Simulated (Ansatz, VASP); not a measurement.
# KTaO3: VASP beside Ansatz, part 3 of 3

One calculation is typed for both programs; each brings its own data sets. How far apart do they land? The cell is taken from a series of runs on this material, whose earlier steps may have relaxed, scaled, displaced or heated it; both programs get it as it stands.

VASP 6.6.1 and Ansatz 0.2.0.

So far: The structure; Ansatz: zone-centre phonons, PBE; VASP: zone-centre phonons, PBE.

## 3. VASP: zone-centre phonons, PBE (continued)

Level of this step: PBE; plane waves and PAW (O, K_sv, Ta_pv) (VASP).

Numbers of over 12 decimals in the logs are rounded to 6 here.

OUTCAR, selected parts (step 3):

```text
ion  position               nearest neighbor table
   1  0.500  0.000  0.000-   5 2.04   5 2.04   4 2.88   4 2.88   4 2.88   4 2.88
   2  0.000  0.500  0.000-   5 2.04   5 2.04   4 2.88   4 2.88   4 2.88   4 2.88
   3  0.000  0.000  0.500-   5 2.04   5 2.04   4 2.88   4 2.88   4 2.88   4 2.88
   4  0.500  0.500  0.500-   1 2.88   2 2.88   3 2.88   1 2.88   2 2.88   1 2.88   3 2.88   1 2.88
                             2 2.88   3 2.88   2 2.88   3 2.88   5 3.53   5 3.53   5 3.53   5 3.53
   5  0.000  0.000  0.000-   1 2.04   2 2.04   3 2.04   3 2.04   2 2.04   1 2.04   4 3.53   4 3.53
                             4 3.53   4 3.53   4 3.53   4 3.53   4 3.53   4 3.53

  LATTYP: Found a simple cubic cell.
 ALAT       =     4.0761427095

 Subroutine GETGRP returns: Found 48 space group operations
 (whereof 48 operations were pure point group operations)

The static configuration has the point symmetry O_h .

 Found     35 irreducible k-points:

   k-points           NKPTS =     35   k-points in BZ     NKDIM =     35   number of bands    NBANDS=     25

   dimension x,y,z NGX =    36 NGY =   36 NGZ =   36
   dimension x,y,z NGXF=    72 NGYF=   72 NGZF=   72

   ENCUT  =  600.0 eV  44.10 Ry    6.64 a.u.   8.14  8.14  8.14*2*pi/ulx,y,z

   NELECT =      38.0000    total number of electrons

 k-points in reciprocal lattice and weights: Automatic mesh
   0.00000000  0.00000000  0.00000000       0.002
   0.12500000  0.00000000  0.00000000       0.012
   0.25000000  0.00000000  0.00000000       0.012
   0.37500000  0.00000000  0.00000000       0.012
   0.50000000  0.00000000  0.00000000       0.006
   0.12500000  0.12500000  0.00000000       0.023
   0.25000000  0.12500000  0.00000000       0.047
   0.37500000  0.12500000  0.00000000       0.047
   0.50000000  0.12500000  0.00000000       0.023
[...]
0.50000000  0.50000000  0.37500000       0.012
   0.50000000  0.50000000  0.50000000       0.002

 average (electrostatic) potential at core
       1 -72.2780       2 -72.2780       3 -72.2780       4 -33.2146       5 -41.5907

  Total       -2.6664314     -2.6664314     -2.6664314      0.0000000      0.0000000     -0.0000000
[...]
2    -0.00000     1.14623    -0.00000
    3     0.00000     0.00000     1.14623
 ion    5
    1     8.86088    -0.00000     0.00000
    2     0.00000     8.86088     0.00000
    3     0.00000    -0.00000     8.86088

 Eigenvectors and eigenvalues of the dynamical matrix
 ----------------------------------------------------

   1 f  =   14.006721 THz    88.006826 2PiTHz  467.213935 cm-1    57.927119 meV
             X         Y         Z           dx          dy          dz
      2.038071  0.000000  0.000000     0.691437   -0.117949    0.000000
      0.000000  2.038071  0.000000    -0.478274    0.170519    0.000000
      0.000000  0.000000  2.038071    -0.478274   -0.117949    0.000000
      2.038071  2.038071  2.038071    -0.010343   -0.002551    0.000000
      0.000000  0.000000  0.000000     0.083573    0.020610    0.000000

   2 f  =   14.006721 THz    88.006826 2PiTHz  467.213935 cm-1    57.927119 meV
             X         Y         Z           dx          dy          dz
      2.038071  0.000000  0.000000     0.170519    0.478274   -0.000000
      0.000000  2.038071  0.000000    -0.117949   -0.691437   -0.000000
      0.000000  0.000000  2.038071    -0.117949    0.478274    0.000000
      2.038071  2.038071  2.038071    -0.002551    0.010343   -0.000000
      0.000000  0.000000  0.000000     0.020610   -0.083573    0.000000

   3 f  =   14.006721 THz    88.006826 2PiTHz  467.213935 cm-1    57.927119 meV
             X         Y         Z           dx          dy          dz
      2.038071  0.000000  0.000000     0.000000    0.000000    0.492603
      0.000000  2.038071  0.000000    -0.000000   -0.000000    0.492603
      0.000000  0.000000  2.038071    -0.000000    0.000000   -0.712153
      2.038071  2.038071  2.038071     0.000000   -0.000000    0.010652
      0.000000  0.000000  0.000000    -0.000000    0.000000   -0.086077

   4 f  =    8.138743 THz    51.137230 2PiTHz  271.479241 cm-1    33.659121 meV
             X         Y         Z           dx          dy          dz
      2.038071  0.000000  0.000000    -0.000000   -0.221162    0.107297
      0.000000  2.038071  0.000000     0.663004    0.000000   -0.107297
      0.000000  0.000000  2.038071    -0.663004    0.221162   -0.000000
      2.038071  2.038071  2.038071     0.000000    0.000000    0.000000
      0.000000  0.000000  0.000000     0.000000    0.000000    0.000000

   5 f  =    8.138743 THz    51.137230 2PiTHz  271.479241 cm-1    33.659121 meV
             X         Y         Z           dx          dy          dz
      2.038071  0.000000  0.000000    -0.000000    0.669771    0.087143
      0.000000  2.038071  0.000000     0.209316   -0.000000   -0.087143
      0.000000  0.000000  2.038071    -0.209316   -0.669771    0.000000
      2.038071  2.038071  2.038071     0.000000   -0.000000   -0.000000
      0.000000  0.000000  0.000000    -0.000000   -0.000000   -0.000000

   6 f  =    8.138743 THz    51.137230 2PiTHz  271.479241 cm-1    33.659121 meV
             X         Y         Z           dx          dy          dz
      2.038071  0.000000  0.000000    -0.000000    0.049946   -0.693465
      0.000000  2.038071  0.000000     0.128887    0.000000    0.693465
      0.000000  0.000000  2.038071    -0.128887   -0.049946    0.000000
      2.038071  2.038071  2.038071     0.000000   -0.000000    0.000000
      0.000000  0.000000  0.000000     0.000000   -0.000000    0.000000

   7 f  =    4.983152 THz    31.310067 2PiTHz  166.220059 cm-1    20.608651 meV
             X         Y         Z           dx          dy          dz
      2.038071  0.000000  0.000000     0.078460    0.128083   -0.002893
      0.000000  2.038071  0.000000     0.074583    0.134741   -0.002893
      0.000000  0.000000  2.038071     0.074583    0.128083   -0.003043
      2.038071  2.038071  2.038071    -0.462770   -0.794729    0.017948
      0.000000  0.000000  0.000000     0.147243    0.252865   -0.005711

   8 f  =    4.983152 THz    31.310067 2PiTHz  166.220059 cm-1    20.608651 meV
             X         Y         Z           dx          dy          dz
      2.038071  0.000000  0.000000    -0.134774    0.074580   -0.000910
      0.000000  2.038071  0.000000    -0.128114    0.078457   -0.000910
      0.000000  0.000000  2.038071    -0.128114    0.074580   -0.000957
      2.038071  2.038071  2.038071     0.794921   -0.462754    0.005644
      0.000000  0.000000  0.000000    -0.252926    0.147238   -0.001796

   9 f  =    4.983152 THz    31.310067 2PiTHz  166.220059 cm-1    20.608651 meV
             X         Y         Z           dx          dy          dz
      2.038071  0.000000  0.000000     0.000704    0.002957    0.148213
      0.000000  2.038071  0.000000     0.000669    0.003111    0.148213
      0.000000  0.000000  2.038071     0.000669    0.002957    0.155918
      2.038071  2.038071  2.038071    -0.004153   -0.018351   -0.919630
      0.000000  0.000000  0.000000     0.001321    0.005839    0.292606

  10 f/i=    0.001648 THz     0.010353 2PiTHz    0.054963 cm-1     0.006815 meV
             X         Y         Z           dx          dy          dz
      2.038071  0.000000  0.000000    -0.202606   -0.110485    0.080550
      0.000000  2.038071  0.000000    -0.202533   -0.110525    0.080550
      0.000000  0.000000  2.038071    -0.202533   -0.110485    0.080579
      2.038071  2.038071  2.038071    -0.316317   -0.172556    0.125803
      0.000000  0.000000  0.000000    -0.681014   -0.371504    0.270848

  11 f/i=    0.001648 THz     0.010353 2PiTHz    0.054963 cm-1     0.006815 meV
             X         Y         Z           dx          dy          dz
      2.038071  0.000000  0.000000     0.069989    0.039945    0.230704
      0.000000  2.038071  0.000000     0.069963    0.039959    0.230704
      0.000000  0.000000  2.038071     0.069963    0.039945    0.230787
      2.038071  2.038071  2.038071     0.109269    0.062386    0.360315
      0.000000  0.000000  0.000000     0.235251    0.134314    0.775739

  12 f/i=    0.001648 THz     0.010353 2PiTHz    0.054963 cm-1     0.006815 meV
             X         Y         Z           dx          dy          dz
      2.038071  0.000000  0.000000     0.117517   -0.214271    0.001474
      0.000000  2.038071  0.000000     0.117475   -0.214349    0.001474
      0.000000  0.000000  2.038071     0.117475   -0.214271    0.001475
      2.038071  2.038071  2.038071     0.183473   -0.334650    0.002302
      0.000000  0.000000  0.000000     0.395008   -0.720485    0.004957

  13 f/i=    4.826204 THz    30.323933 2PiTHz  160.984831 cm-1    19.959566 meV
             X         Y         Z           dx          dy          dz
      2.038071  0.000000  0.000000     0.238668    0.328118    0.208594
      0.000000  2.038071  0.000000     0.156453    0.500541    0.208594
      0.000000  0.000000  2.038071     0.156453    0.328118    0.318208
      2.038071  2.038071  2.038071     0.033711    0.070700    0.044946
      0.000000  0.000000  0.000000    -0.179722   -0.376917   -0.239617

  14 f/i=    4.826204 THz    30.323933 2PiTHz  160.984831 cm-1    19.959566 meV
             X         Y         Z           dx          dy          dz
      2.038071  0.000000  0.000000     0.140984    0.187021   -0.363501
      0.000000  2.038071  0.000000     0.092419    0.285298   -0.363501
      0.000000  0.000000  2.038071     0.092419    0.187021   -0.554517
      2.038071  2.038071  2.038071     0.019914    0.040297   -0.078324
      0.000000  0.000000  0.000000    -0.106164   -0.214835    0.417562

  15 f/i=    4.826204 THz    30.323933 2PiTHz  160.984831 cm-1    19.959566 meV
             X         Y         Z           dx          dy          dz
      2.038071  0.000000  0.000000     0.576126   -0.181693    0.002539
      0.000000  2.038071  0.000000     0.377667   -0.277171    0.002539
      0.000000  0.000000  2.038071     0.377667   -0.181693    0.003874
      2.038071  2.038071  2.038071     0.081376   -0.039150    0.000547
      0.000000  0.000000  0.000000    -0.433834    0.208715   -0.002917

 MACROSCOPIC STATIC DIELECTRIC TENSOR IONIC CONTRIBUTION
 ------------------------------------------------------
           0.488214     0.000000    -0.000000
           0.000000     0.488214    -0.000000
          -0.000000    -0.000000     0.488214
 ------------------------------------------------------

 ELASTIC MODULI CONTR FROM IONIC RELAXATION (kBar)
 Direction    XX          YY          ZZ          XY          YZ          ZX
 --------------------------------------------------------------------------------
 XX           0.0000      0.0000      0.0000      0.0000      0.0000      0.0000
 YY           0.0000      0.0000      0.0000      0.0000      0.0000      0.0000
 ZZ           0.0000      0.0000      0.0000      0.0000      0.0000      0.0000
 XY           0.0000      0.0000      0.0000      0.0000      0.0000      0.0000
 YZ           0.0000      0.0000      0.0000      0.0000      0.0000      0.0000
 ZX           0.0000      0.0000      0.0000      0.0000      0.0000      0.0000
 --------------------------------------------------------------------------------

 PIEZOELECTRIC TENSOR IONIC CONTR  for field in x, y, z        (C/m^2)
          XX          YY          ZZ          XY          YZ          ZX
  --------------------------------------------------------------------------------
  x     0.00000     0.00000     0.00000     0.00000     0.00000     0.00000
  y     0.00000     0.00000     0.00000     0.00000     0.00000     0.00000
  z     0.00000     0.00000     0.00000     0.00000     0.00000     0.00000
```

With imaginary modes the cell is no minimum, so the ionic parts of its dielectric, piezoelectric and elastic tensors have no meaning.

## 4. Comparison

Known differences besides the potentials themselves: fixed occupations in Ansatz, narrow Gaussian smearing in VASP; VASP's response is taken on the typed mesh, Ansatz refines its own for the field response alone; the data sets hold 40 valence electrons in Ansatz (on its PAW soft_1 files) and 38 in VASP; the cutoff is 420 eV in Ansatz and 600 eV in VASP. Total energies have different zeros and are not compared.

Compared:

| quantity | Ansatz | VASP | difference |
| --- | --- | --- | --- |
| ε∞ xx | 5.49 | 5.58 | -1.56 % |
| ε∞ yy | 5.49 | 5.58 | -1.56 % |
| ε∞ zz | 5.49 | 5.58 | -1.56 % |
| Born charge of O1 (mean of the diagonal) (e) | -3.31 | -3.34 | +0.03 |
| Born charge of K4 (mean of the diagonal) (e) | 1.14 | 1.15 | 0.00 |
| Born charge of Ta5 (mean of the diagonal) (e) | 8.78 | 8.86 | -0.08 |
| optical mode 1 to 3 (imaginary, printed as negative) (cm⁻¹) | -174.3 | -161.0 | -13.3 |
| optical mode 4 to 6 (cm⁻¹) | 164.0 | 166.2 | -1.34 % |
| optical mode 7 to 9 (cm⁻¹) | 272.2 | 271.5 | +0.28 % |
| optical mode 10 to 12 (cm⁻¹) | 463.4 | 467.2 | -0.82 % |

Modes are paired by rising frequency, not by their patterns, so a pair may set unlike modes beside each other; they are those without the splitting of longitudinal modes.

## 5. Outcome

* r.m.s. difference of the optical zone-centre modes, each program's sorted by frequency (zone-centre phonons, PBE): 7.0 cm⁻¹
* difference in ε∞ xx (zone-centre phonons, PBE): -1.6 %

The r.m.s. difference of the optical zone-centre modes, each program's sorted by frequency is 7.0 cm⁻¹ (zone-centre phonons, PBE). The data sets hold unlike numbers of valence electrons (40 in Ansatz and 38 in VASP), so part of the differences comes from the potentials. Among the rows given in per cent, the largest difference of the zone-centre phonons, PBE pair is in ε∞ xx, -1.6 %. What causes the difference of the zone-centre phonons, PBE pair stays open here. Such differences can come from data sets, numerical settings and the points named under the comparisons, not from the functional's error against experiment.

[Lines on the potential files, build, host, timing and source positions are cut from VASP's logs without a mark.]

[Logs are printed without paths, hosts, clocks, repeated set-up lines and the standing remarks that a program may print on its own settings, such as how far it seeks lower states.]

[Hosts, paths, dates, database ids (printed as entryN), source tags and the programs' standing remarks are cut or masked in the printed files.]
